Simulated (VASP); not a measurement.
The system is HfTeSe5.

```
CELL_PARAMETERS angstrom
4.63349 0.00000 0.00000
0.00000 4.63349 0.00000
0.00000 0.00000 8.25006
ATOMIC_POSITIONS crystal
Hf 0.00000 0.00000 0.00000
Te 0.50000 0.50000 0.50000
Se 0.50000 0.50000 0.00000
Se 0.00000 0.50000 0.29193
Se 0.00000 0.50000 0.70807
Se 0.50000 0.00000 0.70807
Se 0.50000 0.00000 0.29193
```

The cell was built by a generator and needn't be a form met in nature.

```yaml
Program: VASP 6.6.1
Task: relaxation of cell and atoms
Functional: PBE
Potentials_or_basis: VASP PAW PBE potentials, release 64 (Hf_pv, Te, Se)
Cutoff: 520 eV
k_mesh: 3 × 3 × 2
Occupations: gaussian, width 0.15 eV
Spin: no spin polarisation
```

At the start: pressure -4.5 GPa; volume 25.30 Å³/atom.

Task: Where does the relaxation end?

Result: Over 11 steps the energy falls by 265.1 meV/atom and the volume is 23.50 Å³/atom (-7.1 %); space group P4/mmm (No. 123, to 0.05 Å).

The path:
```csv
step,energy change (eV),largest force (eV/Å),pressure (GPa),volume (Å³)
1,0.0000,1.4028,-4.52,177.12
2,-0.6002,1.4977,1.83,159.44
3,-0.6291,1.4876,4.41,154.49
4,-1.0700,1.1757,4.40,153.96
5,-1.5665,0.3856,7.36,152.19
6,-1.6174,0.2100,5.95,152.73
7,-1.8013,0.3044,-2.76,169.46
8,-1.8308,0.2693,-0.39,164.44
9,-1.8306,0.2695,-0.14,164.19
10,-1.8422,0.2001,-0.01,164.28
11,-1.8558,0.0084,0.38,164.51
```

Final structure:
```
Hf Te Se
1.0
     4.66081    0.00000    0.00000
     0.00000    4.66081    0.00000
     0.00000    0.00000    7.57300
Hf Te Se
1 1 5
Direct
  0.00000 0.00000 0.00000
  0.50000 0.50000 0.50000
  0.50000 0.50000 0.00000
  0.00000 0.50000 0.23861
  0.00000 0.50000 0.76139
  0.50000 0.00000 0.76139
  0.50000 0.00000 0.23861
```

Caveat: the k mesh is coarse (spacing up to 0.45 Å⁻¹), so the values aren't converged.
